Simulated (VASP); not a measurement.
Output of a VASP run:

OSZICAR:
```
       N       E                     dE             d eps       ncg     rms          rms(c)
DAV:   1     0.100078171863E+03    0.10008E+03   -0.44025E+03  2374   0.314E+02
DAV:   2     0.229984035731E+01   -0.97778E+02   -0.89580E+02  2406   0.125E+02
DAV:   3    -0.559989863530E+01   -0.78997E+01   -0.77841E+01  2895   0.346E+01
DAV:   4    -0.573219881425E+01   -0.13230E+00   -0.13220E+00  2844   0.427E+00
DAV:   5    -0.573489211551E+01   -0.26933E-02   -0.26930E-02  2859   0.632E-01    0.143E+00
DAV:   6    -0.567770334741E+01    0.57189E-01   -0.23425E-02  2994   0.791E-01    0.922E-01
DAV:   7    -0.566797428523E+01    0.97291E-02   -0.28562E-02  3202   0.611E-01    0.499E-01
DAV:   8    -0.566890099330E+01   -0.92671E-03   -0.31963E-03  2678   0.263E-01    0.644E-02
DAV:   9    -0.566885573988E+01    0.45253E-04   -0.15503E-04  2924   0.719E-02    0.335E-02
DAV:  10    -0.566886158429E+01   -0.58444E-05   -0.11730E-05  3109   0.145E-02    0.202E-02
DAV:  11    -0.566886253042E+01   -0.94613E-06   -0.13259E-06  2804   0.452E-03    0.233E-03
DAV:  12    -0.566886262483E+01   -0.94410E-07   -0.84413E-08  2783   0.114E-03
   1 F= -.56688626E+01 E0= -.56688626E+01  d E =-.262409E-30
 imaginary and real dielectric function
```

File OUTCAR:
```
------------------------ aborting loop because EDIFF is reached ----------------------------------------
  FORCE on cell =-STRESS in cart. coord.  units (eV):
  Direction    XX          YY          ZZ          XY          YZ          ZX
  --------------------------------------------------------------------------------------
  Total       -0.0103294     -0.0103294     -0.0103294      0.0000000      0.0000000     -0.0000000
  in kB       -0.2529970     -0.2529970     -0.2529970      0.0000000      0.0000000     -0.0000000
  external PRESSURE =      -0.2529970 kB  Pullay stress =       0.0000000 kB
  volume of cell :       65.41
      direct lattice vectors                 reciprocal lattice vectors
     0.000000000  3.198013277  3.198013277    -0.156347068  0.156347068  0.156347068
     3.198013277  0.000000000  3.198013277     0.156347068 -0.156347068  0.156347068
     3.198013277  3.198013277  0.000000000     0.156347068  0.156347068 -0.156347068
  FREE ENERGIE OF THE ION-ELECTRON SYSTEM (eV)
  ---------------------------------------------------
  free  energy   TOTEN  =        -5.6688626248 eV

  energy  without entropy=       -5.6688626248  energy(sigma->0) =       -5.66886262

 plasma frequency squared (from intraband transitions) (eV^2)
  --------------------------------------------------------------------------------------
       0.000      -0.000      -0.000
      -0.000       0.000       0.000
      -0.000      -0.000       0.000

 plasma frequency squared (from interband transitions, int dw w eps(2)(w)) (eV^2)
  --------------------------------------------------------------------------------------
     195.974       0.000       0.000       0.000      -0.000       0.000
       0.000      -0.000     195.974       0.000       0.000       0.000
      -0.000      -0.000       0.000      -0.000     195.974       0.000
```
(Selected blocks of OUTCAR.)

POSCAR:
```
NaI
1
    0.0000000000     3.1980132767     3.1980132767
    3.1980132767     0.0000000000     3.1980132767
    3.1980132767     3.1980132767     0.0000000000
Na I
1 1
Direct
  0.0000000000   0.0000000000   0.0000000000
  0.5000000000   0.5000000000   0.5000000000
```

Q: Write an INCAR and KPOINTS that could have produced this output.

A: One answer among several that fit: the input of the run itself, PBEsol GGA, plane waves, VASP's PBE PAW potentials (set 64).

KPOINTS:
```
kpoints
0
G
  9 9 9
```

**INCAR**
```
SYSTEM = NaI
PREC = Accurate; ENCUT = 400; LREAL = .FALSE.
LASPH = .TRUE.; NBANDS = 33
EDIFF = 1E-7; NELM = 100; ALGO = Normal
LMAXMIX = 4
ISMEAR = 0; SIGMA = 0.01
GGA = PS
LWAVE = .FALSE.; LCHARG = .FALSE.; NEDOS = 1001
LOPTICS = .TRUE.; CSHIFT = 0.1
```

POTCAR, in this order: Na_pv I (PBE.64 set). Program: vasp_std.

The compound is NaI in the rock salt structure. It was relaxed first.
